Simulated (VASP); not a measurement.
# ZrC: the relaxed cell at several levels of theory

How much does the relaxed cell of ZrC depend on the functional? The starting structure is a measured crystal structure from the Crystallography Open Database. The first relaxation on each setting starts from this cell expanded by 3 % in volume.

Program: VASP 6.6.1. Level of theory: Kohn-Sham DFT with plane waves and PAW; PBEsol, LDA, PBE, PBEsol + D3(BJ), r2SCAN, r2SCAN + rVV10, optB86b-vdW and AM05. Results are calculated unless marked as measured.

## Step 1: The structure

It takes space group Fm-3m (No. 225, cubic). The conventional cell has a = 4.700 Å, b = 4.700 Å, c = 4.700 Å, α = 90.00°, β = 90.00°, γ = 90.00°. Nearest to Zr lie 6 C at 2.35 Å. C has 6 Zr at 2.35 Å nearest. Farther neighbours are not listed.

## Step 2: Relaxation with PBEsol

PBEsol restores the gradient expansion of exchange and is tuned for the cells of solids. This run starts from the cell of an earlier relaxation, which isn't shown; the restart sets up the plane waves anew.

INCAR

```
SYSTEM = ZrC
PREC = Accurate
ENCUT = 520
EDIFF = 1E-06
NELM = 100
ISMEAR = 0
SIGMA = 0.05
LREAL = .FALSE.
ALGO = Normal
GGA = PS
NBANDS = 14
LORBIT = 11
LWAVE = .FALSE.
LCHARG = .FALSE.
KPAR = 4
IBRION = 2
NSW = 50
ISIF = 3
EDIFFG = -0.006
```

POSCAR

```
ZrC
1.0
    0.0000000000      2.3359567969      2.3359567969
    2.3359567969      0.0000000000      2.3359567969
    2.3359567969      2.3359567969      0.0000000000
Zr C
1 1
Direct
    0.5000000000      0.5000000000      0.5000000000
    0.0000000000      0.0000000000      0.0000000000
```

KPOINTS

```
Automatic mesh
0
Gamma
12 12 12
0 0 0
```

The projector-augmented-wave data sets are Zr_sv and C (PBE family, release 64).

Command:

```bash
$ mpirun -np 4 vasp_std
```

What it wrote:

```text
[banner, memory and clock lines left out]
running    4 mpi-ranks, on    1 nodes
 distrk:  each k-point on    1 cores,    4 groups
 distr:  one band on    1 cores,    1 groups

 POSCAR found type information on POSCAR ZrC
 POSCAR found :  2 types and       2 ions
|                                                                             |
|               ----> ADVICE to this user running VASP <----                  |
|                                                                             |
|     You enforced a specific xc type in the INCAR file but a different       |
|     [... a line on the potential file left out ...]
|     I HOPE YOU KNOW WHAT YOU ARE DOING!                                     |
|                                                                             |

 LDA part: xc-table for (Slater+PW92), standard interpolation
 POSCAR, INCAR and KPOINTS ok, starting setup
 FFT: planning ... GRIDC
 FFT: planning ... GRID_SOFT
 FFT: planning ... GRID
 WAVECAR not read
 entering main loop
       N       E                     dE             d eps       ncg     rms          rms(c)
DAV:   1     0.101578042721E+03    0.10158E+03   -0.86412E+03  2024   0.115E+03
DAV:   2    -0.174444853753E+02   -0.11902E+03   -0.11178E+03  2544   0.304E+02
DAV:   3    -0.235414111624E+02   -0.60969E+01   -0.60536E+01  3252   0.601E+01
DAV:   4    -0.237810068970E+02   -0.23960E+00   -0.23947E+00  2520   0.698E+00
DAV:   5    -0.237830838136E+02   -0.20769E-02   -0.20769E-02  2682   0.744E-01    0.216E+01
DAV:   6    -0.207101839766E+02    0.30729E+01   -0.70696E+00  2414   0.233E+01    0.807E+00
DAV:   7    -0.205947042875E+02    0.11548E+00   -0.43820E-01  2298   0.569E+00    0.663E+00
DAV:   8    -0.205918001276E+02    0.29042E-02   -0.25185E-01  2352   0.398E+00    0.389E+00
DAV:   9    -0.205711267294E+02    0.20673E-01   -0.58582E-02  2256   0.173E+00    0.381E-01
DAV:  10    -0.205714991562E+02   -0.37243E-03   -0.19767E-03  2844   0.484E-01    0.459E-01
DAV:  11    -0.205712854862E+02    0.21367E-03   -0.75642E-04  2202   0.234E-01    0.489E-02
DAV:  12    -0.205712826053E+02    0.28810E-05   -0.16161E-05  2752   0.284E-02    0.123E-02
DAV:  13    -0.205712821843E+02    0.42099E-06   -0.15656E-06  2126   0.901E-03
   1 F= -.20571282E+02 E0= -.20570871E+02  d E =-.205713E+02
 curvature:   0.00 expect dE= 0.000E+00 dE for cont linesearch  0.000E+00
 trial: gam= 0.00000 g(F)=  0.989E-64 g(S)=  0.511E-06 ort = 0.000E+00 (trialstep = 0.100E+01)
 search vector abs. value=  0.511E-06
 reached required accuracy - stopping structural energy minimisation
```

Run time: 6.8 s. Hardware: 4 MPI ranks of AMD EPYC 9R14 (Zen 4), shared host; peak memory 0.57 GiB.

The logs omit lines about the potential files and the build; timing stands in the text.

OUTCAR, selected parts (step 2):

```text
ion  position               nearest neighbor table
   1  0.500  0.500  0.500-   2 2.34   2 2.34   2 2.34   2 2.34   2 2.34   2 2.34
   2  0.000  0.000  0.000-   1 2.34   1 2.34   1 2.34   1 2.34   1 2.34   1 2.34

  LATTYP: Found a face centered cubic cell.
 ALAT       =     4.6719135938

 Subroutine GETGRP returns: Found 48 space group operations
 (whereof 48 operations were pure point group operations)

The static configuration has the point symmetry O_h .

 Found     72 irreducible k-points:

   k-points           NKPTS =     72   k-points in BZ     NKDIM =     72   number of bands    NBANDS=     14

   dimension x,y,z NGX =    28 NGY =   28 NGZ =   28
   dimension x,y,z NGXF=    56 NGYF=   56 NGZF=   56

   ENCUT  =  520.0 eV  38.22 Ry    6.18 a.u.   6.14  6.14  6.14*2*pi/ulx,y,z

   NELECT =      16.0000    total number of electrons

 k-points in reciprocal lattice and weights: Automatic mesh
   0.00000000  0.00000000  0.00000000       0.001
   0.08333333  0.00000000  0.00000000       0.005
   0.16666667  0.00000000  0.00000000       0.005
   0.25000000  0.00000000  0.00000000       0.005
   0.33333333  0.00000000  0.00000000       0.005
   0.41666667  0.00000000  0.00000000       0.005
   0.50000000  0.00000000  0.00000000       0.002
   0.08333333  0.08333333  0.00000000       0.003
   0.16666667  0.08333333  0.00000000       0.014
[...]
-0.33333333  0.50000000  0.16666667       0.007
  -0.25000000  0.50000000  0.25000000       0.003

 average (electrostatic) potential at core
       1 -72.7410       2 -44.0429

 E-fermi :   9.7777

 k-point     1 :       0.0000    0.0000    0.0000
  band No.  band energies     occupation
      1     -38.2012      2.00000
      2     -15.9296      2.00000
      3     -15.9296      2.00000
      4     -15.9296      2.00000
      5      -1.6410      2.00000
      6      10.6606      0.00000
      7      10.6606      0.00000
      8      10.6606      0.00000
      9      10.7647      0.00000
     10      10.7647      0.00000
    ...

 k-point     2 :       0.0833    0.0000    0.0000
  band No.  band energies     occupation
    ...
      2     -15.9970      2.00000
      3     -15.9354      2.00000
      4     -15.9354      2.00000
      5      -1.4766      2.00000
      6       9.5717      2.00000
      7       9.8336      0.11382
      8       9.8336      0.11382
      9      11.0764      0.00000
     10      11.0764      0.00000
     11      11.4987      0.00000
    ...

 k-point     3 :       0.1667    0.0000    0.0000
  band No.  band energies     occupation
    ...
      4     -15.9512      2.00000
      5      -1.0136      2.00000
      6       8.2454      2.00000
      7       8.7865      2.00000
      8       8.7865      2.00000
      9      11.5595      0.00000
     10      11.5595      0.00000
     11      12.0068      0.00000
     12      14.9580      0.00000
     13      14.9580      0.00000
    ...

  Total       -0.0026573     -0.0026573     -0.0026573      0.0000000      0.0000000      0.0000000
  in kB       -0.1670031     -0.1670031     -0.1670031      0.0000000      0.0000000      0.0000000
  external PRESSURE =      -0.1670031 kB  Pullay stress =       0.0000000 kB

  energy-cutoff  :      520.00
  volume of cell :       25.49
      direct lattice vectors                 reciprocal lattice vectors
     0.000000000  2.335956797  2.335956797    -0.214045055  0.214045055  0.214045055
     2.335956797  0.000000000  2.335956797     0.214045055 -0.214045055  0.214045055
     2.335956797  2.335956797  0.000000000     0.214045055  0.214045055 -0.214045055

 POSITION                                       TOTAL-FORCE (eV/Angst)
 -----------------------------------------------------------------------------------
      2.33596      2.33596      2.33596         0.000000     -0.000000      0.000000
      0.00000      0.00000      0.00000        -0.000000      0.000000     -0.000000
 -----------------------------------------------------------------------------------
    total drift:                                0.000000      0.000000      0.000000

  FREE ENERGIE OF THE ION-ELECTRON SYSTEM (eV)
  ---------------------------------------------------
  free  energy   TOTEN  =       -20.5712821843 eV

  energy  without entropy=      -20.5704592201  energy(sigma->0) =      -20.57087070

 reached required accuracy - stopping structural energy minimisation

 total charge
# of ion       s       p       d       tot
------------------------------------------
    1        2.180   6.045   1.664   9.889
    2        0.883   1.471   0.000   2.353
--------------------------------------------------
tot          3.063   7.516   1.664  12.242

[... 3 further parts left out ...]
```

CONTCAR:

```
ZrC
   1.00000000000000
     0.0000000000000000    2.3359567969000001    2.3359567969000001
     2.3359567969000001    0.0000000000000000    2.3359567969000001
     2.3359567969000001    2.3359567969000001    0.0000000000000000
  Zr              C
     1     1
Direct
     0.5000000000000000    0.5000000000000000    0.5000000000000000
     0.0000000000000000    0.0000000000000000    0.0000000000000000
```

The PAW data sets were made with PBE, which is usual practice but a small mismatch for other functionals. The run keeps the 48 symmetry operations of its start, so it cannot find a distortion of lower symmetry.

With PBEsol the relaxed cell holds 12.747 Å³ an atom, -1.81 % against the measured cell, with a = 4.672 Å.

## Step 3: Relaxation with LDA

LDA, the lowest rung, knows the local density alone. This run starts from the cell of an earlier relaxation, which isn't shown; the restart sets up the plane waves anew.

Edit INCAR of step 2 so:

```diff
@@ -9,3 +9,3 @@
 ALGO = Normal
-GGA = PS
+GGA = CA
 NBANDS = 14
```

POSCAR

```
ZrC
1.0
    0.0000000000      2.3230418577      2.3230418577
    2.3230418577      0.0000000000      2.3230418577
    2.3230418577      2.3230418577      0.0000000000
Zr C
1 1
Direct
    0.5000000000      0.5000000000      0.5000000000
    0.0000000000      0.0000000000      0.0000000000
```

KPOINTS is that of step 2.

Potentials, in the order of the species: Zr_sv and C (LDA family, release 64).

Command:

```bash
$ mpirun -np 4 vasp_std
```

What it wrote:

```text
[banner, memory and clock lines left out]
running    4 mpi-ranks, on    1 nodes
[...]
LDA part: xc-table for (Slater(with rela. corr.)+CA(PZ))
 , standard interpolation
 POSCAR, INCAR and KPOINTS ok, starting setup
[...]
entering main loop
       N       E                     dE             d eps       ncg     rms          rms(c)
DAV:   1     0.100068119598E+03    0.10007E+03   -0.86285E+03  2016   0.115E+03
DAV:   2    -0.181863182331E+02   -0.11825E+03   -0.11097E+03  2472   0.305E+02
DAV:   3    -0.245686317443E+02   -0.63823E+01   -0.63288E+01  3328   0.601E+01
DAV:   4    -0.247116152210E+02   -0.14298E+00   -0.14293E+00  2456   0.625E+00
[...]
DAV:  12    -0.212765086169E+02    0.32810E-05   -0.97947E-06  2578   0.267E-02    0.175E-02
DAV:  13    -0.212765073162E+02    0.13007E-05   -0.36067E-06  2316   0.127E-02    0.432E-03
DAV:  14    -0.212765072840E+02    0.32120E-07   -0.10333E-07  1152   0.238E-03
   1 F= -.21276507E+02 E0= -.21276117E+02  d E =-.212765E+02
[...]
reached required accuracy - stopping structural energy minimisation
```

It took 4.6 s on 4 MPI ranks; peak memory 0.47 GiB; 16 s of CPU time.

OUTCAR, selected parts (step 3):

```text
  Total       -0.0050632     -0.0050632     -0.0050632      0.0000000      0.0000000     -0.0000000
  in kB       -0.3235476     -0.3235476     -0.3235476      0.0000000      0.0000000     -0.0000000
  external PRESSURE =      -0.3235476 kB  Pullay stress =       0.0000000 kB

 POSITION                                       TOTAL-FORCE (eV/Angst)
 -----------------------------------------------------------------------------------
      2.32304      2.32304      2.32304        -0.000000     -0.000000     -0.000000
      0.00000      0.00000      0.00000         0.000000      0.000000      0.000000
 -----------------------------------------------------------------------------------
    total drift:                                0.000000     -0.000000      0.000000

  FREE ENERGIE OF THE ION-ELECTRON SYSTEM (eV)
  ---------------------------------------------------
  free  energy   TOTEN  =       -21.2765072840 eV

  energy  without entropy=      -21.2757273167  energy(sigma->0) =      -21.27611730

[... 2 parts as in an earlier step ...]

[... 2 further parts left out ...]
[key lines of the parts left out:]
E-fermi :   9.9284
```

With LDA the relaxed cell holds 12.536 Å³ an atom, -3.43 % against the measured cell, with a = 4.646 Å. That is -1.65 % from PBEsol.

## Step 4: Relaxation with PBE

PBE, the usual starting point, adds the gradient of the density.

Edit INCAR of step 3 so:

```diff
@@ -9,3 +9,3 @@
 ALGO = Normal
-GGA = CA
+GGA = PE
 NBANDS = 14
```

POSCAR

```
ZrC
1.0
    0.0000000000      2.3734819293      2.3734819293
    2.3734819293      0.0000000000      2.3734819293
    2.3734819293      2.3734819293      0.0000000000
Zr C
1 1
Direct
    0.5000000000      0.5000000000      0.5000000000
    0.0000000000      0.0000000000      0.0000000000
```

KPOINTS is that of step 3.

Potentials, in the order of the species: Zr_sv and C (PBE family, release 64).

Command:

```bash
$ mpirun -np 4 vasp_std
```

What it wrote:

```text
[banner, memory and clock lines left out]
running    4 mpi-ranks, on    1 nodes
[...]
LDA part: xc-table for (Slater+PW92), standard interpolation
 POSCAR, INCAR and KPOINTS ok, starting setup
[...]
entering main loop
       N       E                     dE             d eps       ncg     rms          rms(c)
DAV:   1     0.100232344977E+03    0.10023E+03   -0.86723E+03  2016   0.115E+03
DAV:   2    -0.163248809634E+02   -0.11656E+03   -0.10926E+03  2556   0.301E+02
DAV:   3    -0.227695434965E+02   -0.64447E+01   -0.63868E+01  3348   0.600E+01
DAV:   4    -0.229624498598E+02   -0.19291E+00   -0.19284E+00  2422   0.663E+00
[...]
DAV:  11    -0.194517520228E+02    0.28055E-03   -0.10083E-03  2244   0.268E-01    0.579E-02
DAV:  12    -0.194517473975E+02    0.46253E-05   -0.17026E-05  2624   0.316E-02    0.972E-03
DAV:  13    -0.194517466838E+02    0.71370E-06   -0.88753E-07  1818   0.732E-03
   1 F= -.19451747E+02 E0= -.19451441E+02  d E =-.194517E+02
[...]
DAV:   9    -0.194369358994E+02    0.26568E-06   -0.28017E-07  1176   0.628E-03
   2 F= -.19436936E+02 E0= -.19436499E+02  d E =0.148108E-01
 trial-energy change:    0.014811  1 .order    0.015897   -0.047157    0.078952
 step:   0.3862(harm=  0.3739)  dis= 0.00000  next Energy=   -19.460915 (dE=-0.917E-02)
[...]
N       E                     dE             d eps       ncg     rms          rms(c)
DAV:   1    -0.195837889769E+02   -0.14685E+00   -0.41307E+00  2196   0.211E+01    0.453E+00
DAV:   2    -0.194787335584E+02    0.10506E+00   -0.27727E-01  2406   0.596E+00    0.132E+00
DAV:   3    -0.194563704755E+02    0.22363E-01   -0.93597E-02  2924   0.223E+00    0.290E-01
DAV:   4    -0.194584762415E+02   -0.21058E-02   -0.64258E-03  3358   0.601E-01    0.385E-01
DAV:   5    -0.194603248762E+02   -0.18486E-02   -0.80936E-04  3344   0.186E-01    0.139E-01
DAV:   6    -0.194610486906E+02   -0.72381E-03   -0.13901E-03  3172   0.216E-01    0.298E-02
DAV:   7    -0.194610564653E+02   -0.77747E-05   -0.27578E-05  2124   0.454E-02    0.119E-02
DAV:   8    -0.194610568001E+02   -0.33481E-06   -0.36829E-06  2834   0.147E-02
   3 F= -.19461057E+02 E0= -.19460700E+02  d E =-.931012E-02
[...]
reached required accuracy - stopping structural energy minimisation
```

It took 15 s on 4 MPI ranks; peak memory 0.63 GiB.

OUTCAR, selected parts (step 4):

```text
  Total       -0.0062647     -0.0062647     -0.0062647     -0.0000000      0.0000000      0.0000000
  in kB       -0.3839376     -0.3839376     -0.3839376     -0.0000000      0.0000000      0.0000000
  external PRESSURE =      -0.3839376 kB  Pullay stress =       0.0000000 kB

 POSITION                                       TOTAL-FORCE (eV/Angst)
 -----------------------------------------------------------------------------------
      2.35563      2.35563      2.35563         0.000000     -0.000000      0.000000
      0.00000      0.00000      0.00000        -0.000000      0.000000     -0.000000
 -----------------------------------------------------------------------------------
    total drift:                                0.000000      0.000000      0.000000

  FREE ENERGIE OF THE ION-ELECTRON SYSTEM (eV)
  ---------------------------------------------------
  free  energy   TOTEN  =       -19.4610568001 eV

  energy  without entropy=      -19.4603438004  energy(sigma->0) =      -19.46070030

[... 2 parts as in an earlier step ...]

[... 2 further parts left out ...]
[key lines of the parts left out:]
E-fermi :   9.6183
```

With PBE the relaxed cell holds 13.071 Å³ an atom, +0.69 % against the measured cell, with a = 4.711 Å. That is +2.55 % from PBEsol.

## Step 5: Relaxation with PBEsol + D3(BJ)

D3 with Becke-Johnson damping keeps a finite attraction at short range. This run starts from the cell of an earlier relaxation, which isn't shown; the restart sets up the plane waves anew.

Edit INCAR of step 4 so:

```diff
@@ -9,3 +9,4 @@
 ALGO = Normal
-GGA = PE
+GGA = PS
+IVDW = 12
 NBANDS = 14
```

POSCAR

```
ZrC
1.0
    0.0000000000      2.3187584479      2.3187584479
    2.3187584479      0.0000000000      2.3187584479
    2.3187584479      2.3187584479      0.0000000000
Zr C
1 1
Direct
    0.5000000000      0.5000000000      0.5000000000
    0.0000000000      0.0000000000      0.0000000000
```

KPOINTS is that of step 4.

Command:

```bash
$ mpirun -np 4 vasp_std
```

What it wrote:

```text
[banner, memory and clock lines left out]
running    4 mpi-ranks, on    1 nodes
[...]
[... a notice as in an earlier step ...]

 LDA part: xc-table for (Slater+PW92), standard interpolation
 POSCAR, INCAR and KPOINTS ok, starting setup
[...]
entering main loop
       N       E                     dE             d eps       ncg     rms          rms(c)
DAV:   1     0.102306590712E+03    0.10231E+03   -0.87224E+03  2016   0.116E+03
DAV:   2    -0.173730774856E+02   -0.11968E+03   -0.11241E+03  2502   0.306E+02
DAV:   3    -0.236017192958E+02   -0.62286E+01   -0.61803E+01  3338   0.597E+01
DAV:   4    -0.237443149732E+02   -0.14260E+00   -0.14256E+00  2404   0.622E+00
[...]
DAV:  11    -0.205616421138E+02    0.23578E-03   -0.79159E-04  2238   0.243E-01    0.490E-02
DAV:  12    -0.205616395154E+02    0.25984E-05   -0.16469E-05  2768   0.291E-02    0.127E-02
DAV:  13    -0.205616390036E+02    0.51179E-06   -0.18032E-06  2168   0.963E-03
   1 F= -.21386858E+02 E0= -.21386473E+02  d E =-.213869E+02
[...]
reached required accuracy - stopping structural energy minimisation
```

The job ended after 4.8 s (4 MPI ranks; peak memory 0.54 GiB).

From OUTCAR (step 5):

```text
 Edisp (eV)   -0.82522

  Total       0.00404     0.00404     0.00404    -0.00000     0.00000    -0.00000
  in kB       0.25991     0.25991     0.25991    -0.00000     0.00000    -0.00000
  external pressure =        0.26 kB  Pullay stress =        0.00 kB

 POSITION                                       TOTAL-FORCE (eV/Angst)
 -----------------------------------------------------------------------------------
      2.31876      2.31876      2.31876         0.000000     -0.000000      0.000000
      0.00000      0.00000      0.00000         0.000000      0.000000     -0.000000
 -----------------------------------------------------------------------------------
    total drift:                                0.000000     -0.000000      0.000000

  FREE ENERGIE OF THE ION-ELECTRON SYSTEM (eV)
  ---------------------------------------------------
  free  energy   TOTEN  =       -21.3868579337 eV

  energy  without entropy=      -21.3860876181  energy(sigma->0) =      -21.38647278

[... 2 parts as in an earlier step ...]

[... 2 further parts left out ...]
[key lines of the parts left out:]
E-fermi :  10.0363
```

With PBEsol + D3(BJ) the relaxed cell holds 12.467 Å³ an atom, -3.96 % against the measured cell, with a = 4.638 Å. That is -2.19 % from PBEsol.

(Part 1 of 2 ends here.)

[Lines on the potential files, build, host, timing and source positions are cut from VASP's logs without a mark.]

[Logs are printed without paths, hosts, clocks, repeated set-up lines and the standing remarks that a program may print on its own settings, such as how far it seeks lower states.]

[Hosts, paths, dates, database ids (printed as entryN), source tags and the programs' standing remarks are cut or masked in the printed files.]
